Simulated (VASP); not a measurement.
Given:

```
CELL_PARAMETERS angstrom
     -2.69080     2.69080     5.34030
      2.69080    -2.69080     5.34030
      2.69080     2.69080    -5.34030
ATOMIC_POSITIONS crystal
  Ga 0.50000 0.50000 0.00000
  Ga 0.25000 0.75000 0.50000
  Cu 0.00000 0.00000 0.00000
  Cu 0.75000 0.25000 0.50000
  Se 0.87500 0.88375 0.50875
  Se 0.11625 0.62500 0.99125
  Se 0.37500 0.36625 0.49125
  Se 0.63375 0.12500 0.00875
```

These are PBEsol GGA, VASP's PBE PAW potentials (set 64) (plane waves; VASP) values and carry that method's errors. Settings: 500 eV cut-off, 6×6×6 Γ-centred mesh, Gaussian smearing of 0.050 eV, potentials Ga_d Cu Se.

Predict the energy per atom (σ→0), pressure, band gap (on the k-mesh) with the smallest direct gap where there is one.

- band gap (on the k-mesh): 0.63 eV
- smallest direct gap (on the k-mesh): 0.63 eV
- energy per atom (σ→0): -409.0 kJ/mol of atoms
- pressure: 9.85 GPa

The compound is CuGaSe2 in the chalcopyrite structure. It was relaxed first under an external pressure of 10 GPa.
